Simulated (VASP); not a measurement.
Level of theory: PBE GGA, VASP's PBE PAW potentials (set 64) (plane waves; VASP 6.6.1).

The input files of a VASP run:

**INCAR**
```
SYSTEM = ZrS2
PREC = Accurate
ENCUT = 520
EDIFF = 1E-6
NELM = 100
ALGO = Normal
LREAL = .FALSE.
LASPH = .TRUE.
ISMEAR = 0
SIGMA = 0.05
GGA = PE
LMAXMIX = 4
LWAVE = .FALSE.
LCHARG = .TRUE.
```

POSCAR:
```
ZrS2
1
    1.8433881842    -3.1928420157     0.0000000000
    1.8433881842     3.1928420157     0.0000000000
    0.0000000000     0.0000000000     6.4528605364
Zr S
1 2
Direct
  0.0000000000   0.0000000000   0.0000000000
  0.3333330000   0.6666670000   0.2244256291
  0.6666670000   0.3333330000   0.7755743709
```

### KPOINTS
```
Automatic mesh
0
Gamma
6 6 3
0 0 0
```

POTCAR, in this order: Zr_sv S (PBE.64 set). Program: vasp_std.

Problem. What will the output report for the number of irreducible k-points (NKPTS), largest plane-wave count, number of space-group operations, FFT grid (NGX, NGY, NGZ)?

Solution. 
| Item | Value |
|---|---|
| number of irreducible k-points (NKPTS) | 17 |
| largest plane-wave count | 2060 |
| number of space-group operations | 12 |
| FFT grid (NGX, NGY, NGZ) | 28 × 28 × 48 |

The compound is ZrS2 in the 1T layered structure. It was relaxed first, which changed the volume by +13 %.
